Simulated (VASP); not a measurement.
# GeBr (P6_3/mmc) in VASP: settings compared

One crystal, GeBr, is run at these levels: BLYP+D3(BJ), BLYP+D4; tasks: relaxation of cell and atoms.

Program: VASP 6.6.1. These are calculated values, not measurements. Logs are shortened: lines on timing, memory, paths and dates and some standing lists are left out, and cuts for length are marked.

### Step 1. The structure

It takes space group P6_3/mmc (No. 194, hexagonal). Conventional cell: a = 4.827 Å, b = 4.827 Å, c = 5.565 Å, α = 90.00°, β = 90.00°, γ = 120.00°. Around Ge (site symmetry -3m) lie 2 Ge at 2.78 Å and 6 Br at 3.11 Å. Br (site symmetry -6m2) is surrounded by 6 Ge at 3.11 Å.

The cell was built by a generator and needn't be a form met in nature.

### Step 2. Relaxation of cell and atoms, BLYP+D3(BJ)

INCAR reads:

```
SYSTEM = GeBr
PREC = Accurate
ENCUT = 600
EDIFF = 1E-7
ISMEAR = -1
SIGMA = 0.05
LREAL = .FALSE.
LASPH = .TRUE.
NELM = 60
ALGO = Normal
ISIF = 3
LWAVE = .FALSE.
LCHARG = .FALSE.
GGA = B5
ALDAX = 1.0
AGGAX = 1.0
AGGAC = 1.0
ALDAC = 0.0
IVDW = 12
VDW_S6 = 1.0
VDW_S8 = 2.6996
VDW_A1 = 0.4298
VDW_A2 = 4.2359
IBRION = 2
NSW = 60
EDIFFG = -0.01
```

KPOINTS reads:

```
Automatic mesh
0
G
  5 5 4
  0 0 0
```

POSCAR reads:

```
GeBr
1.0
    4.8268000000      0.0000000000      0.0000000000
   -2.4134000000      4.1801300000      0.0000000000
    0.0000000000      0.0000000000      5.5646600000
Ge Br
2 2
Direct
    0.0000000000      0.0000000000      0.0000000000
    0.0000000000      0.0000000000      0.5000000000
    0.3333300000      0.6666700000      0.7500000000
    0.6666700000      0.3333300000      0.2500000000
```

Potentials or basis: VASP PAW PBE potentials, release 64 (Ge_d, Br).

On the command line:

```bash
$ cat potpaw_PBE.64/Ge_d/POTCAR potpaw_PBE.64/Br/POTCAR > POTCAR
$ mpirun -np 1 vasp_std > vasp.out
```

OUTCAR:

```text
SYSTEM = GeBr
   PREC = Accurate
   ENCUT = 600
   EDIFF = 1E-7
   ISMEAR = -1
   LREAL = .FALSE.
   LASPH = .TRUE.
   NELM = 60
   ISIF = 3
   GGA = B5
   IVDW = 12
   IBRION = 2
   NSW = 60
   EDIFFG = -0.01
 IVDW          = 12

 ion  position               nearest neighbor table
   1  0.000  0.000  0.000-   2 2.78   2 2.78
   2  0.000  0.000  0.500-   1 2.78   1 2.78
   3  0.333  0.667  0.750-
   4  0.667  0.333  0.250-

  LATTYP: Found a hexagonal cell.
 ALAT       =     4.8268000000
 C/A-ratio  =     1.1528673241

  Lattice vectors:

 A1 = (   4.8268000000,   0.0000000000,   0.0000000000)
 A2 = (  -2.4134000000,   4.1801300000,   0.0000000000)
 A3 = (   0.0000000000,   0.0000000000,   5.5646600000)

Analysis of symmetry for initial positions (statically):
=====================================================================
 Subroutine PRICEL returns:
 Original cell was already a primitive cell.

 Routine SETGRP: Setting up the symmetry group for a
 hexagonal supercell.

 Subroutine GETGRP returns: Found  8 space group operations
 (whereof  4 operations were pure point group operations)
 out of a pool of 24 trial point group operations.

The static configuration has the point symmetry C_2h.
 The point group associated with its full space group is D_2h.

Analysis of symmetry for dynamics (positions and initial velocities):
=====================================================================
 Subroutine PRICEL returns:
 Original cell was already a primitive cell.

 Routine SETGRP: Setting up the symmetry group for a
 hexagonal supercell.

 Subroutine GETGRP returns: Found  8 space group operations
 (whereof  4 operations were pure point group operations)
 out of a pool of 24 trial point group operations.

The dynamic configuration has the point symmetry C_2h.
 The point group associated with its full space group is D_2h.

 Subroutine INISYM returns: Found  8 space group operations
 (whereof  4 operations are pure point group operations),
 and found     1 'primitive' translations

----------------------------------------------------------------------------------------

                                     Primitive cell

  volume of cell :     112.2762

  direct lattice vectors                    reciprocal lattice vectors
     4.826800000  0.000000000  0.000000000     0.207176597  0.119613505  0.000000000
    -2.413400000  4.180130000  0.000000000     0.000000000  0.239227010  0.000000000
     0.000000000  0.000000000  5.564660000     0.000000000  0.000000000  0.179705499

  length of vectors
     4.826800000  4.826798771  5.564660000     0.239226949  0.239227010  0.179705499

  position of ions in fractional coordinates (direct lattice)
     0.000000000  0.000000000  0.000000000
     0.000000000  0.000000000  0.500000000
     0.333330000  0.666670000  0.750000000
     0.666670000  0.333330000  0.250000000

  ion indices of the primitive-cell ions
   primitive index   ion index
                 1           1
                 2           2
                 3           3
                 4           4

----------------------------------------------------------------------------------------

 KPOINTS: Automatic mesh

Automatic generation of k-mesh.
 Grid dimensions read from file:
 generate k-points for:    5    5    4

 Generating k-lattice:

  Cartesian coordinates                     Fractional coordinates (reciprocal lattice)
     0.041435319  0.023922701  0.000000000     0.200000000  0.000000000  0.000000000
     0.000000000  0.047845402  0.000000000     0.000000000  0.200000000  0.000000000
     0.000000000  0.000000000  0.044926375     0.000000000  0.000000000  0.250000000

  Length of vectors
     0.047845390  0.047845402  0.044926375

  Shift w.r.t. Gamma in fractional coordinates (k-lattice)
     0.000000000  0.000000000  0.000000000

 Subroutine IBZKPT returns following result:
 ===========================================

 Found     27 irreducible k-points:

 Following reciprocal coordinates:
            Coordinates               Weight
  0.000000  0.000000  0.000000      1.000000
  0.200000 -0.000000  0.000000      4.000000
 -0.200000  0.200000  0.000000      2.000000
  0.400000  0.000000  0.000000      4.000000
 -0.400000  0.400000  0.000000      2.000000
  0.200000  0.200000  0.000000      2.000000
[... 16 lines left out ...]
 -0.400000  0.400000  0.500000      2.000000
  0.200000  0.200000  0.500000      2.000000
 [... further k-points ...]
   k-points           NKPTS =     27   k-points in BZ     NKDIM =     27   number of bands    NBANDS=     25
   number of dos      NEDOS =    301   number of ions     NIONS =      4
   total plane-waves  NPLWV =  76800
   dimension x,y,z NGX =    40 NGY =   40 NGZ =   48
   dimension x,y,z NGXF=    80 NGYF=   80 NGZF=   96
   ions per type =               2   2
   NGX,Y,Z   is equivalent  to a cutoff of  13.78, 13.78, 14.34 a.u.
   NGXF,Y,Z  is equivalent  to a cutoff of  27.55, 27.55, 28.68 a.u.
 SYSTEM =  GeBr
   PREC   = accura    normal or accurate (medium, high low for compatibility)
   ISTART =      0    job   : 0-new  1-cont  2-samecut
   ICHARG =      2    charge: 1-file 2-atom 10-const
   ISPIN  =      1    spin polarized calculation?
   LNONCOLLINEAR =      F non collinear calculations
   LSORBIT =      F    spin-orbit coupling
   LASPH  =      T    aspherical Exc in radial PAW
   ENCUT  =  600.0 eV  44.10 Ry    6.64 a.u.   9.64  9.64 11.11*2*pi/ulx,y,z
   NELM   =     60;   NELMIN=  2; NELMDL= -5     # of ELM steps
   EDIFF  = 0.1E-06   stopping-criterion for ELM
   LREAL  =      F    real-space projection
   EDIFFG = -.1E-01   stopping-criterion for IOM
   NSW    =     60    number of steps for IOM
   IBRION =      2    ionic relax: 0-MD 1-quasi-New 2-CG
   NFREE  =      1    steps in history (QN), initial steepest desc. (CG)
   ISIF   =      3    stress and relaxation
   ISYM   =      2    0-nonsym 1-usesym 2-fastsym
   POTIM  = 0.5000    time-step for ionic-motion
   TEBEG  =    0.0;   TEEND  =   0.0 temperature during run
   PSTRESS=    0.0 pullay stress
   NELECT =      42.0000    total number of electrons
   NUPDOWN=      -1.0000    fix difference up-down
   EMIN   =  10.00;   EMAX   =-10.00  energy-range for DOS
   EFERMI =   0.00;   METHOD = LEGACY
   ISMEAR =    -1;   SIGMA  =   0.05  broadening in eV -4-tet -1-fermi 0-gaus
   EFERMI_NEDOS =   21; number of points for ismear=-14 and -15
   IALGO  =     38    algorithm
   IMIX   =      4    mixing-type and parameters
     AMIX     =   0.40;   BMIX     =  1.00
     AMIX_MAG =   1.60;   BMIX_MAG =  1.00
  volume/ion in A,a.u.               =      28.07       189.42
  Fermi-wavevector in a.u.,A,eV,Ry     =   1.179583  2.229090 18.931380  1.391417
  Thomas-Fermi vector in A             =   2.315892
   LORBIT       =      0    0 simple, 1 ext, 2 COOP (PROOUT), +10 PAW based schemes
   GGA     = B5    functional components
   LHFCALC =     F    Hartree Fock is set to
   AEXX    =    0.0000 exact exchange contribution
   IVDW    =    12    specifies the selected vdW correction
   LEPSILON=     F    determine dielectric tensor
   LRPA    =     F    only Hartree local field effects (RPA)
 conjugate gradient relaxation of ions
 non-spin polarized calculation
  energy-cutoff  :      600.00
  volume of cell :      112.28
 maximum number of plane-waves:      3779
   NGX = 19   NGY = 19   NGZ = 23

--------------------------------------- Ionic step        1  -------------------------------------------

 number of electron      42.0000002 magnetization

 Free energy of the ion-electron system (eV)
  ---------------------------------------------------
  ext. energy  EPLUGINS =         0.00000000
  ---------------------------------------------------
  free energy    TOTEN  =       -10.45033502 eV

  energy without entropy =      -10.42309802  energy(sigma->0) =      -10.43671652

------------------------ aborting loop because EDIFF is reached ----------------------------------------

 Edisp (eV)   -2.33145

 E8    (eV) :    -1.6773

  FORCE on cell =-STRESS in cart. coord.  units (eV):
  Direction    XX          YY          ZZ          XY          YZ          ZX
  --------------------------------------------------------------------------------------
  -------------------------------------------------------------------------------------
  Total       4.09539     4.09539     4.19798     0.00000    -0.00000     0.00000
  in kB      58.44108    58.44107    59.90509     0.00003    -0.00000     0.00000
  external pressure =       58.93 kB  Pullay stress =        0.00 kB
[... 103 lines left out ...]
  FREE ENERGIE OF THE ION-ELECTRON SYSTEM (eV)
  ---------------------------------------------------
  free  energy   TOTEN  =       -12.8125129321 eV

  energy  without entropy=      -12.7843270483  energy(sigma->0) =      -12.79841999

[... ionic steps 4 to 10 ...]

--------------------------------------- Ionic step       11  -------------------------------------------

 number of electron      42.0000013 magnetization

------------------------ aborting loop because EDIFF is reached ----------------------------------------

 Edisp (eV)   -2.32060

 E8    (eV) :    -1.6697
[... 73 lines left out ...]
  energy  without entropy=      -12.8226667784  energy(sigma->0) =      -12.83661678

--------------------------------------- Ionic step       13  -------------------------------------------

 number of electron      42.0000014 magnetization

 Free energy of the ion-electron system (eV)
  ---------------------------------------------------
  ext. energy  EPLUGINS =         0.00000000
  ---------------------------------------------------
  free energy    TOTEN  =       -10.53094730 eV

  energy without entropy =      -10.50307452  energy(sigma->0) =      -10.51701091

 E-fermi :   3.7463     XC(G=0):  -8.2725

 val. band max:        3.7323165574   @ k =  -0.2000   0.4000   0.2500
 cond. band min:       3.7971484327   @ k =   0.4000   0.2000   0.5000
 fundamental gap:      0.0648318753
 Fermi energy:         3.7463171176

 k-point     1 :       0.0000    0.0000    0.0000
  band No.  band energies     occupation
      1     -22.1172      2.00000
      2     -22.1172      2.00000
      3     -22.1101      2.00000
      4     -22.1101      2.00000
      5     -22.0465      2.00000
      6     -22.0212      2.00000
[... 661 lines left out ...]
     24       5.1745      0.00000
     25       5.5136      0.00000

 [... further k-points ...]

------------------------ aborting loop because EDIFF is reached ----------------------------------------

 Edisp (eV)   -2.31970

 E8    (eV) :    -1.6691

  FORCE on cell =-STRESS in cart. coord.  units (eV):
  Direction    XX          YY          ZZ          XY          YZ          ZX
  --------------------------------------------------------------------------------------
  -------------------------------------------------------------------------------------
  Total      -0.00873    -0.00858    -0.02346     0.00013     0.00000     0.00000
  in kB      -0.12018    -0.11810    -0.32282     0.00180     0.00000     0.00000
  external pressure =       -0.19 kB  Pullay stress =        0.00 kB
[... 19 lines left out ...]
  FREE ENERGIE OF THE ION-ELECTRON SYSTEM (eV)
  ---------------------------------------------------
  free  energy   TOTEN  =       -12.8506423586 eV

  energy  without entropy=      -12.8227695723  energy(sigma->0) =      -12.83670597

 reached required accuracy - stopping structural energy minimisation
```

Wall time 9.1 min (1 thread of Intel Xeon 6975P-C (Granite Rapids), shared host); peak memory 0.32 GiB.

What came out:

```
Free energy                            : -12.8506 eV
Relaxed volume                         : 29.11 Å³/atom
Relaxed cell                           : a = 4.934 Å, b = 4.934 Å, c = 5.523 Å, α = 90.00°, β = 90.00°, γ = 120.00°
Space group after relaxing (to 0.05 Å) : P6_3/mmc (No. 194)
Energy gained by relaxing              : 17.2 meV/atom
Ionic steps                            : 13
Pressure after relaxing                : 0.0 GPa
Band gap on the k mesh                 : none (metal or under the smearing width)
Dispersion energy per atom             : -0.580 eV
```

Step by step:
```
step  energy change (eV)  largest force (eV/Å)  pressure (GPa)  volume (Å³)
   1              0.0000                0.0000            5.89       112.28
   2             -0.0206                0.0000           -3.18       129.90
   3             -0.0307                0.0000           -0.67       120.41
   4             -0.0357                0.0000           -1.06       119.50
   5             -0.0575                0.0000           -0.13       115.85
   6             -0.0572                0.0000            0.35       115.40
   7             -0.0575                0.0000            0.01       115.72
   8             -0.0642                0.0000            0.02       115.96
   9             -0.0685                0.0001            0.06       116.26
  10             -0.0688                0.0001            0.07       116.36
  11             -0.0688                0.0001            0.07       116.35
  12             -0.0688                0.0001           -0.16       116.59
  13             -0.0689                0.0001           -0.02       116.43
```

Final structure:
```
Ge Br
1.0
     4.93395    0.00001    0.00000
    -2.46697    4.27293    0.00000
     0.00000    0.00000    5.52266
Ge Br
2 2
Direct
  0.00000 0.00000 0.00000
  0.00000 0.00000 0.50000
  0.33333 0.66667 0.75000
  0.66667 0.33333 0.25000
```

Levels at points of the mesh, in eV from the Fermi level:
```tsv
k point	band 19	band 20	band 21	band 22	band 23	band 24
(0.00, 0.00, 0.00)	-3.38	-2.87	-2.85	0.19	0.19	1.42
(0.00, 0.00, 0.50)	-3.48	-3.48	0.23	0.23	0.23	0.23
```

Caveat: the PAW data sets were made with another functional, which shifts forces and pressure a little; pairwise dispersion overbinds metals, which lowers pressure and volume.

### Step 3. Relaxation of cell and atoms, BLYP+D4

INCAR, as its differences from that of step 2:

```diff
@@ -18,7 +18,7 @@
 ALDAC = 0.0
-IVDW = 12
+IVDW = 13
 VDW_S6 = 1.0
-VDW_S8 = 2.6996
-VDW_A1 = 0.4298
-VDW_A2 = 4.2359
+VDW_S8 = 2.34076671
+VDW_A1 = 0.44488865
+VDW_A2 = 4.0933009
 IBRION = 2
```

KPOINTS is that of step 2.

POSCAR is that of step 2.

Potentials or basis: VASP PAW PBE potentials, release 64 (Ge_d, Br).

On the command line:

```bash
$ cat potpaw_PBE.64/Ge_d/POTCAR potpaw_PBE.64/Br/POTCAR > POTCAR
$ mpirun -np 1 vasp_std > vasp.out
```

It took 3.9 min on 1 thread of Intel Xeon 6975P-C (Granite Rapids), shared host; peak memory 0.31 GiB.

Results (log left out):

```
Free energy                            : -12.7084 eV
Relaxed volume                         : 28.30 Å³/atom
Relaxed cell                           : a = 4.897 Å, b = 4.897 Å, c = 5.452 Å, α = 90.00°, β = 90.00°, γ = 120.00°
Space group after relaxing (to 0.05 Å) : P6_3/mmc (No. 194)
Energy gained by relaxing              : 4.4 meV/atom
Ionic steps                            : 6
Pressure after relaxing                : 0.0 GPa
Band gap on the k mesh                 : none (metal or under the smearing width)
Dispersion energy per atom             : -0.556 eV
```

The path:
```csv
step,energy change (eV),largest force (eV/Å),pressure (GPa),volume (Å³)
1,0.0000,0.0000,0.20,112.28
2,-0.0127,0.0001,0.02,112.83
3,-0.0173,0.0001,-0.10,113.33
4,-0.0174,0.0001,-0.11,113.39
5,-0.0174,0.0001,0.11,113.02
6,-0.0175,0.0001,-0.01,113.22
```

Final structure:
```xyz
4
Lattice="4.8970 0.0000 0.0000 -2.4485 4.2409 0.0000 0.0000 0.0000 5.4516" Properties=species:S:1:pos:R:3 pbc="T T T"
Ge    0.0000    0.0000    0.0000
Ge    0.0000    0.0000    2.7258
Br    0.0000    2.8273    4.0887
Br    2.4485    1.4136    1.3629
```

Levels at points of the mesh, in eV from the Fermi level:
| k point | band 19 | band 20 | band 21 | band 22 | band 23 | band 24 |
| --- | --- | --- | --- | --- | --- | --- |
| (0.00, 0.00, 0.00) | -3.48 | -2.89 | -2.83 | 0.18 | 0.18 | 1.47 |
| (0.00, 0.00, 0.50) | -3.56 | -3.56 | 0.20 | 0.20 | 0.20 | 0.20 |

Caveat: the PAW data sets were made with another functional, which shifts forces and pressure a little; pairwise dispersion overbinds metals, which lowers pressure and volume.

### Step 4. For comparison

An earlier run on the cell as given: functional PBE; potentials or basis VASP PAW PBE potentials, release 64 (Ge_d, Br); cutoff 520 eV; k mesh 7 × 7 × 5; occupations fermi-dirac, width 0.05 eV; no spin polarisation.

- Pressure: -0.1 GPa
- Band gap on the k mesh: none (metal or under the smearing width)

### Step 5. The runs side by side

```csv
task,level,cell,k mesh,cutoff (eV),gap on the mesh (eV),pressure (GPa),relaxed volume (Å³/atom)
relaxation of cell and atoms,BLYP+D3(BJ),relaxed,5 × 5 × 4,600,none,0.0,29.11
relaxation of cell and atoms,BLYP+D4,relaxed,5 × 5 × 4,600,none,0.0,28.30
single point,PBE,as given,7 × 7 × 5,520,none,-0.1,-
```

Alike in all rows: potentials or basis VASP PAW PBE potentials, release 64 (Ge_d, Br); no spin polarisation; smearing fermi-dirac 0.05 eV.

Caveats: the PAW data sets were made with another functional, which shifts forces and pressure a little (some runs); pairwise dispersion overbinds metals, which lowers pressure and volume (some runs).

Absolute energies hang on the potentials; compare differences alone.
